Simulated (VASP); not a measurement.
Input:

```
CELL_PARAMETERS angstrom
      3.17414     0.00000     0.00000
      0.00000     4.94697     0.00000
      0.00000     0.00000     5.25201
ATOMIC_POSITIONS crystal
  Mg 0.00000 0.00000 0.66918
  Mg 0.00000 0.50000 0.32706
  Mg 0.50000 0.50000 0.83500
  Al 0.50000 0.00000 0.16876
```

Computed with PBEsol GGA, VASP's PBE PAW potentials (set 64) (plane waves; VASP). Settings: 400 eV cut-off, Gaussian smearing of 0.050 eV, potentials Mg Al.

Task: Give the energies of bands 1 to 7 at the high-symmetry points, in eV from the Fermi level.

Result: 
| band | Γ | X | S | Y | Z | U | R | T |
|---|---|---|---|---|---|---|---|---|
| 1 | -8.23 | -4.88 | -3.93 | -7.17 | -7.35 | -4.12 | -3.20 | -6.44 |
| 2 | -3.02 | -4.27 | -3.19 | -6.15 | -6.27 | -3.35 | -2.56 | -5.01 |
| 3 | -2.81 | 0.20 | -2.74 | -1.98 | -1.58 | -2.82 | -1.96 | -4.92 |
| 4 | -2.41 | 0.20 | -2.39 | -1.36 | -0.85 | -2.51 | -1.84 | -4.59 |
| 5 | -1.57 | 0.56 | 0.90 | -1.29 | -0.61 | 1.20 | -1.41 | 4.13 |
| 6 | 2.41 | 0.59 | 1.89 | -0.36 | -0.27 | 2.36 | -0.73 | 4.84 |
| 7 | 2.99 | 1.03 | 2.00 | 4.83 | 3.73 | 2.55 | -0.72 | 4.89 |

It has no gap at this level: it comes out as a metal or semimetal.

The structure comes from a computed database's Mg3Al entry (Pmm2); how it stands against other phases isn't given here. It was relaxed first. The electron count is odd and the run is not spin-polarised, which forces a metal. VASP warned that the highest band is occupied, so more bands are needed.
